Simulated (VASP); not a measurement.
An input for Ansatz (written as the equivalent of a VASP run, and not itself run):

Ansatz 0.2 input:
```yaml
crystal:
  lattice:
    - [3.2171448, 0.0000000, 0.0000000]
    - [-1.6085724, 2.7861291, 0.0000000]
    - [0.0000000, 0.0000000, 5.6982584]
  atoms:
    - { symbol: Cd, position: [0.0000000, 0.0000000, 0.0000000] }
    - { symbol: Cd, position: [0.0000000, 0.0000000, 0.5000000] }
    - { symbol: O, position: [0.3333330, 0.6666670, 0.2500000] }
    - { symbol: O, position: [0.6666670, 0.3333330, 0.7500000] }
kpoints:
  mp_grid: { grid: [11, 11, 6] }
hamiltonian:
  xc: pbesol
  pseudopotentials: { kind: paw }
scf:
  occupations: { method: methfessel_paxton, width: 0.1 }
  max_iter: 100
relax:
  max_steps: 40
  f_tol: 0.02
  cell: { p_target: 5 }
output: { forces: true, stress: true, eigenvalues: true }
```

Translate this input to VASP (INCAR, KPOINTS, POSCAR, choice of POTCAR).

Several could match; the one computed here: 
POSCAR:
```
CdO
1
    3.2171448018    -0.0000000000     0.0000000000
   -1.6085724011     2.7861291006     0.0000000000
   -0.0000000000     0.0000000000     5.6982583633
Cd O
2 2
Direct
  0.0000000000   0.0000000000   0.0000000000
  0.0000000000   0.0000000000   0.5000000000
  0.3333330000   0.6666670000   0.2500000000
  0.6666670000   0.3333330000   0.7500000000
```

**INCAR**
```
ALGO = Normal
EDIFF = 1E-6
EDIFFG = -0.02
ENCUT = 620
GGA = PS
IBRION = 2
ISIF = 3
ISMEAR = 1
LASPH = T
LCHARG = F
LMAXMIX = 4
LREAL = F
LWAVE = F
NELM = 100
NSW = 40
PREC = Accurate
PSTRESS = 50
SIGMA = 0.1
SYSTEM = CdO
```

File KPOINTS:
```
Automatic mesh
0
G
 11 11 6
0 0 0
```

POTCAR, in this order: Cd O (PBE.64 set). Program: vasp_std.

Limits of the translation: each code has its own PAW files, so the cut-off isn't converted (ENCUT is set for VASP's; basis.ecutwfc is left out, and Ansatz then takes the one that its files recommend); Ansatz stops its SCF on the density residual and VASP on the energy change (EDIFF).

The structure was generated: CdO was put into the NiAs type type (P6_3/mmc), which need not be its known phase. It was relaxed first under an external pressure of 5 GPa.
